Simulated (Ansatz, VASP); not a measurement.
# TaCu3Se3O in two plane-wave programs, part 2 of 2

One calculation is typed for both programs; each brings its own data sets. How far apart do they land? The cell is invented: As first built, before any earlier steps moved the atoms (in the runner's words): O for S in the TaCu3Se3S structure of space group R3m. It may not be a known or stable phase. The cell is taken from a series of runs on this material, whose earlier steps may have relaxed, scaled, displaced or heated it; both programs get it as it stands.

VASP 6.6.1 and Ansatz 0.2.0.

So far: Set-up; VASP: relaxation of cell and atoms, r2SCAN.

## Step 3: Ansatz: relaxation of cell and atoms, r2SCAN

Level of this step: Ansatz beside VASP: Kohn-Sham DFT, plane waves, r2SCAN (Ansatz).

Ansatz runs on its default PAW (the set named soft_2) files.

The same cell, functional, mesh and smearing now go to Ansatz, which takes its cutoff from its data sets.

Input file input.yaml:

```yaml
crystal:
  lattice:
    - [3.9117077712, 2.2584255347, 3.2443202274]
    - [-3.9117077712, 2.2584255347, 3.2443202274]
    - [0.0, -4.5168510694, 3.2443202274]
  atoms:
    - { symbol: Ta, position: [0.99953, 0.99953, 0.99953] }
    - { symbol: Cu, position: [0.497648, 0.0063, 0.0063] }
    - { symbol: Cu, position: [0.0063, 0.497648, 0.0063] }
    - { symbol: Cu, position: [0.0063, 0.0063, 0.497648] }
    - { symbol: Se, position: [0.750344, 0.750344, 0.25581] }
    - { symbol: Se, position: [0.750344, 0.25581, 0.750344] }
    - { symbol: Se, position: [0.25581, 0.750344, 0.750344] }
    - { symbol: O, position: [0.233723, 0.233723, 0.233723] }
kpoints:
  mp_grid: { grid: [4, 4, 4] }
scf:
  occupations: { method: gaussian, width: 0.03 }
hamiltonian:
  xc: r2scan
output:
  forces: true
  stress: true
relax:
  f_tol: 0.02
  max_steps: 60
  cell: {}
```

Started as:

```console
$ ansatz run input.yaml --threads 2 --pin off --max-ram 4096MiB --backend cpu --events-out ev --progress --plain --runs-dir out
```

Numbers of over 12 decimals in the logs are rounded to 6 here.

The program printed:

```text
Engine: ansatz 0.2.0, aarch64-unknown-linux-gnu
Pseudopotentials: kind: paw
Pseudopotential: Ta, paw, valence charge 13, recommended cutoff 500 eV (meta_gga), Ta.paw.azcp
Pseudopotential: Cu, paw, valence charge 19, recommended cutoff 500 eV (meta_gga), Cu.paw.azcp
Pseudopotential: Se, paw, valence charge 16, recommended cutoff 500 eV (meta_gga), Se.paw.azcp
Pseudopotential: O, paw, valence charge 6, recommended cutoff 500 eV (meta_gga), O.paw.azcp
Functional definition: r2SCAN
  parameter k0 = 0.174
  parameter k1 = 0.065
  parameter a1 = 4.9479
  exchange = r2scan_x(k0 = k0, k1 = k1, a1 = a1)
  correlation = r2scan_c
Crystal: 8 atoms, lattice volume = 171.968 Å³
Basis set: ecut = 500 eV, 4385 PW (Γ), exchange–correlation on 180×180×180 points (64 copies of the dense FFT grid, shifted against one another)
Bands: 75, of which v1, the nominal top of the filled ones, is band 62 counted from 1 (61 counted from 0)
Symmetry: 6 space group operations
Space group: R3m (ITA 160), of the structure as read, at distance tolerance 5.6e-5 Å
k-points: 13 of 64 (time reversal used)
Non-local potential: Ta, projectors of the file, l = 0: 3, l = 1: 2, l = 2: 2, l = 3: 1
Non-local potential: Cu, projectors of the file, l = 0: 3, l = 1: 2, l = 2: 3, l = 3: 1
Non-local potential: Se, projectors of the file, l = 0: 2, l = 1: 2, l = 2: 3, l = 3: 1
Non-local potential: O, projectors of the file, l = 0: 2, l = 1: 2, l = 2: 1
PAW form: soft (Blöchl's): semilocal exchange-correlation on the pseudo side does not see the compensation charge
PAW frozen core: Ta, regenerated for the run's functional (the file was generated under x = pbe(κ = 0.804, μ = 0.219515), c = pbe(β = 0.066725))
PAW frozen core: Cu, regenerated for the run's functional (the file was generated under x = pbe(κ = 0.804, μ = 0.219515), c = pbe(β = 0.066725))
PAW frozen core: Se, regenerated for the run's functional (the file was generated under x = pbe(κ = 0.804, μ = 0.219515), c = pbe(β = 0.066725))
PAW frozen core: O, regenerated for the run's functional (the file was generated under x = pbe(κ = 0.804, μ = 0.219515), c = pbe(β = 0.066725))
PAW one-centre angular grid: Ta, 590 points (default); XC on 160 Gauss nodes
PAW one-centre angular grid: Cu, 590 points (default); XC on 160 Gauss nodes
PAW one-centre angular grid: Se, 590 points (default); XC on 160 Gauss nodes
PAW one-centre angular grid: O, 302 points (default); XC on 160 Gauss nodes
Initial density: superposition of atomic densities (neutral atoms: chi_scale 0, normalization atom), corrected by the library's trained network
Initial wavefunctions: pseudopotential atomic-orbital guess
Functional: x = r2scan, c = r2scan; τ floored in thin density (d = 2e-4 eV/Å³)
SCF iter   1: F=—  HF=-46842.865697 eV  |F-HF|=—  |Δ(HF+E_count)|=         —  Δρ=2.58e-2  dr2=8.45e-1  dr2_τ=5.94e-2  ethr=1.77e-3  ⟨swp⟩=6.5  Hψ=3585  notcnv=0  defer=9
preconditioner: auto → Resta (q_TF=auto, 2.584 Å⁻¹)  ε∞=6.8  [insulator: Δε(μ)=1.798 eV  Ē_g=9.260 eV  σ=0.030 eV  W_gap=1.00  n_scr=56 (ndim 8)  ℏωp=22.3 eV  f_vac=0.211  D(μ)=0.00/eV (n_scr^D=0)  ε∞_Penn≈6.8]
SCF iter   2: F=—  HF=-46842.905845 eV  |F-HF|=—  |Δ(HF+E_count)|=   4.01e-2  Δρ=2.08e-2  dr2=4.97e-1  dr2_τ=2.39e-2  ethr=6.81e-4  ⟨swp⟩=2.4  Hψ=1675  notcnv=0  defer=84
SCF iter   3: F=—  HF=-46842.791432 eV  |F-HF|=—  |Δ(HF+E_count)|=   1.14e-1  Δρ=6.24e-3  dr2=4.82e-2  dr2_τ=7.76e-4  ethr=4.01e-4  ⟨swp⟩=2.0  Hψ=1299  notcnv=0  defer=45
automatic band count: iteration 3 solves 72 bands in place of 75: the levels show a gap, and the empty bands left out lie too high to hold charge; the band table lists the bands solved (type scf.n_extra_bands for more)
SCF iter   4: F=—  HF=-46842.785773 eV  |F-HF|=—  |Δ(HF+E_count)|=   5.66e-3  Δρ=1.35e-3  dr2=4.41e-3  dr2_τ=5.48e-4  ethr=3.89e-5  ⟨swp⟩=2.5  Hψ=1365  notcnv=0  defer=45
SCF iter   5: F=—  HF=-46842.785481 eV  |F-HF|=—  |Δ(HF+E_count)|=   2.92e-4  Δρ=8.82e-4  dr2=1.22e-3  dr2_τ=4.20e-5  ethr=3.55e-6  ⟨swp⟩=2.0  Hψ=1285  notcnv=0  defer=45
SCF iter   6: F=—  HF=-46842.785824 eV  |F-HF|=—  |Δ(HF+E_count)|=   3.43e-4  Δρ=3.93e-4  dr2=4.11e-4  dr2_τ=2.44e-5  ethr=9.87e-7  ⟨swp⟩=2.0  Hψ=1294  notcnv=0  defer=45
SCF iter   7: F=—  HF=-46842.785800 eV  |F-HF|=—  |Δ(HF+E_count)|=   2.34e-5  Δρ=2.45e-4  dr2=9.67e-5  dr2_τ=8.21e-7  ethr=3.32e-7  ⟨swp⟩=2.0  Hψ=1528  notcnv=0  defer=45
SCF iter   8: F=—  HF=-46842.785742 eV  |F-HF|=—  |Δ(HF+E_count)|=   5.85e-5  Δρ=4.93e-5  dr2=6.29e-6  dr2_τ=1.12e-7  ethr=7.80e-8  ⟨swp⟩=2.0  Hψ=1176  notcnv=0  defer=45
SCF iter   9: F=—  HF=-46842.785745 eV  |F-HF|=—  |Δ(HF+E_count)|=   3.26e-6  Δρ=1.58e-5  dr2=1.11e-6  dr2_τ=7.73e-8  ethr=5.07e-9  ⟨swp⟩=2.0  Hψ=1480  notcnv=0  defer=45
[...]
preconditioner: auto → Resta (q_TF=auto, 2.587 Å⁻¹)  ε∞=7.9  [insulator: Δε(μ)=1.527 eV  Ē_g=8.543 eV  σ=0.030 eV  W_gap=1.00  n_scr=56 (ndim 8)  ℏωp=22.4 eV  f_vac=0.211  D(μ)=0.00/eV (n_scr^D=0)  ε∞_Penn≈7.9]
SCF iter   2: F=—  HF=-46844.309596 eV  |F-HF|=—  |Δ(HF+E_count)|=   1.70e-2  Δρ=5.26e-4  dr2=2.36e-4  dr2_τ=5.02e-5  ethr=1.26e-6  ⟨swp⟩=2.9  Hψ=1912  notcnv=0
SCF iter   3: F=—  HF=-46844.309603 eV  |F-HF|=—  |Δ(HF+E_count)|=   6.95e-6  Δρ=2.74e-4  dr2=6.25e-5  dr2_τ=6.14e-6  ethr=1.90e-7  ⟨swp⟩=2.0  Hψ=1284  notcnv=0
SCF iter   4: F=—  HF=-46844.309618 eV  |F-HF|=—  |Δ(HF+E_count)|=   1.54e-5  Δρ=1.38e-4  dr2=2.25e-5  dr2_τ=1.83e-6  ethr=5.04e-8  ⟨swp⟩=2.0  Hψ=1339  notcnv=0
SCF iter   5: F=—  HF=-46844.309563 eV  |F-HF|=—  |Δ(HF+E_count)|=   5.49e-5  Δρ=1.36e-4  dr2=1.92e-5  dr2_τ=3.79e-7  ethr=1.82e-8  ⟨swp⟩=2.0  Hψ=1742  notcnv=0
SCF iter   6: F=—  HF=-46844.309560 eV  |F-HF|=—  |Δ(HF+E_count)|=   3.30e-6  Δρ=2.94e-5  dr2=1.40e-6  dr2_τ=3.75e-8  ethr=1.55e-8  ⟨swp⟩=2.0  Hψ=1183  notcnv=0
SCF iter   7: F=—  HF=-46844.309561 eV  |F-HF|=—  |Δ(HF+E_count)|=   4.65e-7  Δρ=7.83e-6  dr2=1.46e-7  dr2_τ=1.95e-9  ethr=1.13e-9  ⟨swp⟩=2.0  Hψ=1339  notcnv=0
SCF iter   8: F=-46844.309561 eV  HF=-46844.309561 eV  |F-HF|=7.65e-9  |Δ(HF+E_count)|=   5.99e-8  Δρ=3.54e-6  dr2=2.74e-8  dr2_τ=4.30e-10  ethr=4.57e-11  ⟨swp⟩=4.9  Hψ=3524  notcnv=0
SCF 8 converged in 8 iterations: F = -46844.309561 eV  dr2 = 2.74e-8
relax step   8: F+E_penalty+E_count = -46844.30956058 eV  Δ(F+E_penalty+E_count) = -1.167e-3 eV  max|allowed force component| = 2.160e-2 eV/Å  Δτ_max = 0.0107 Å  P = -0.025 GPa  Ω = 170.801 Å³  energy of the carried Pulay correction = +3.040e-4 eV  (8 SCF iters, dr2 threshold 5.67e-8 eV, accepted)
[...]
relax step   9: F+E_penalty+E_count = -46844.30983879 eV  Δ(F+E_penalty+E_count) = -2.782e-4 eV  max|allowed force component| = 7.547e-3 eV/Å  Δτ_max = 0.0078 Å  P = -0.003 GPa  Ω = 170.675 Å³  energy of the carried Pulay correction = +3.369e-4 eV  (8 SCF iters, dr2 threshold 2.92e-8 eV, accepted)
[...]
relax step  10: F+E_penalty+E_count = -46844.30977946 eV  Δ(F+E_penalty+E_count) = +5.933e-5 eV  max|allowed force component| = 7.856e-3 eV/Å  Δτ_max = 0.0000 Å  P = -0.001 GPa  Ω = 170.675 Å³  stress off target by 3.99e-3 GPa  SCF on the basis re-selected at this cell (its energy is not comparable with the rows above)  (8 SCF iters)
basis re-selected at this cell: Δ(F+E_penalty+E_count) = +5.933e-5 eV, ΔP = +0.002 GPa vs the last step (what re-selecting the basis moved, of the pressure what is left beyond the Pulay correction that the steps carried, after the strain that the cell walked since its last selection, with what the two solves' SCF thresholds leave and, on support functions, any second-order correction that the steps lacked; it is no m [...]
SCF converged after 8 iterations
Free energy (F): -46844.309779 eV
Harris-Foulkes:  -46844.309779 eV  (|F-HF|=2.18e-11)
Internal energy: -46844.309779 eV  (E = F + TS)
E sigma→0 (E₀):  -46844.309779 eV
Fermi energy:    8.854288 eV
--- Per-component energies (eV) ---
  E_band       = -3069.101453
  E_kinetic    = 1796.092194
  E_local      = -27507.597071  (includes V_loc(G=0)·N_el)
  E_nonlocal   = -506.386192
  E_hartree    = 12578.444967
  E_xc         = -818.714097
  E_vxc        = -1010.876264  (∫ρ·V_xc dr)
  E_paw        = -19417.947879  (= ΣΔE_a)
  E_vpaw       = -1057.153508  (= ΣTr[D̂ρ^β])
  E_aug_tail   = 0.000946  (compensation charges beyond the density's cutoff)
  E_vtau       = 59.927442  (kinetic-family band-sum trace: ∫τ·v_τ [+ j·A + Jᵃ·Aᵃ] dr)
  E_ewald      = -12961.216791
  E_core_change = -6.985856  (= ΣΔE_core)
  E_smearing   = -0.000000  (= −TS)
  E_closure    = -0.000000  (closes the sum)
  Σ components = -46844.309779   (vs F -46844.309779, Δ=0.00e0)
--- Forces (eV/Å), atoms counted from 1 ---
  atom   1  Ta     0.00000000    -0.00000000    -0.00193953
  atom   2  Cu     0.00284458     0.00164232     0.00679822
  atom   3  Cu    -0.00284458     0.00164232     0.00679822
  atom   4  Cu    -0.00000000    -0.00328464     0.00679822
  atom   5  Se    -0.00000000    -0.00326821    -0.00353270
  atom   6  Se    -0.00283035     0.00163410    -0.00353270
  atom   7  Se     0.00283035     0.00163410    -0.00353270
  atom   8  O      0.00000000     0.00000000    -0.00785567
  max |Σ_I F_I| component: 1.35e-6 eV/Å
--- Stress (GPa, compression-positive) ---
        0.001064       0.000000      -0.000000
        0.000000       0.001064       0.000000
       -0.000000       0.000000      -0.003992
  P = ⅓ Tr σ = -0.0006 GPa (-0.006 kbar)
--- Relaxed structure (9 steps of the walk, 8 accepted, 1 SCFs on fresh bases) ---
  F+E_penalty+E_count = -46844.30977946 eV   max|allowed force component| = 7.856e-3 eV/Å   (the final SCF, on the basis selected at the relaxed cell)
  cell:  # Å, volume = 170.6747 Å³
    - [3.825060, 2.208400, 3.367456]
    - [-3.825060, 2.208400, 3.367456]
    - [7.685249180786656e-18, -4.416799, 3.367456]
  atoms:
    - { symbol: Ta, position: [1.008045, 1.008045, 1.008045] }
    - { symbol: Cu, position: [0.506633, 0.00598786, 0.00598786] }
    - { symbol: Cu, position: [0.00598786, 0.506633, 0.00598786] }
    - { symbol: Cu, position: [0.00598786, 0.00598786, 0.506633] }
    - { symbol: Se, position: [0.752677, 0.752677, 0.277236] }
    - { symbol: Se, position: [0.752677, 0.277236, 0.752677] }
    - { symbol: Se, position: [0.277236, 0.752677, 0.752677] }
    - { symbol: O, position: [0.190756, 0.190756, 0.190756] }
```

## Step 4: Side by side

Known differences besides the potentials themselves: VASP keeps PBE cores, Ansatz makes them for the functional; the data sets hold 124 valence electrons in Ansatz (on its default PAW (the set named soft_2) files) and 68 in VASP; the cutoff is 500 eV in Ansatz and 660 eV in VASP; Ansatz adds a Pulay correction to the stress that steers its cell, VASP none. Total energies have different zeros and are not compared.

Compared:

```
                                         quantity  Ansatz    VASP  difference
                                      volume (Å³)  170.67  170.65     +0.02 %
edge a after relaxation, in the typed setting (Å)   5.554   5.554     +0.00 %
```

## Step 5: Outcome

| Item | Value |
| --- | --- |
| difference in volume (relaxation of cell and atoms, r2SCAN) | 0.017 % |

The difference in volume is 0.017 % (relaxation of cell and atoms, r2SCAN), within the 1.2 % picked in this series as the mark of a large difference, as far as the stopping tolerances let one tell. The data sets hold unlike numbers of valence electrons (124 in Ansatz and 68 in VASP), so part of the differences comes from the potentials. How closely two codes agree says nothing of how well the functional describes the real material.

[Lines on the potential files, build, host, timing and source positions are cut from VASP's logs without a mark.]

[Logs are printed without paths, hosts, clocks, repeated set-up lines and the standing remarks that a program may print on its own settings, such as how far it seeks lower states.]

[Hosts, paths, dates, database ids (printed as entryN), source tags and the programs' standing remarks are cut or masked in the printed files.]
